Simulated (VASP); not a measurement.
Consider the following.

```
CELL_PARAMETERS angstrom
      0.00000     2.02696     2.02696
      2.02696     0.00000     2.02696
      2.02696     2.02696     0.00000
ATOMIC_POSITIONS crystal
  Ag 0.00000 0.00000 0.00000
```

Calculation: revTPSS meta-GGA, VASP's PBE PAW potentials (set 64) (plane waves; VASP). Settings: 520 eV cut-off, 17×17×17 Γ-centred mesh, tetrahedra with Blöchl corrections, potentials Ag.

**Question.** Give the energies of bands 1 to 7 at the high-symmetry points, in eV from the Fermi level.

**Answer.** 
| band | Γ | X | U | L | W |
|---|---|---|---|---|---|
| 1 | -8.03 | -6.70 | -6.22 | -6.61 | -5.91 |
| 2 | -4.94 | -6.52 | -5.79 | -4.97 | -5.24 |
| 3 | -4.94 | -3.05 | -4.20 | -4.97 | -5.24 |
| 4 | -4.94 | -2.79 | -3.63 | -3.02 | -3.85 |
| 5 | -3.85 | -2.79 | -3.09 | -3.02 | -2.79 |
| 6 | -3.85 | 1.51 | 4.30 | -0.60 | 6.01 |
| 7 | 16.00 | 6.94 | 5.34 | 3.77 | 6.01 |

It has no gap at this level: it comes out as a metal or semimetal.

The compound is Ag in the fcc structure. It was relaxed first.
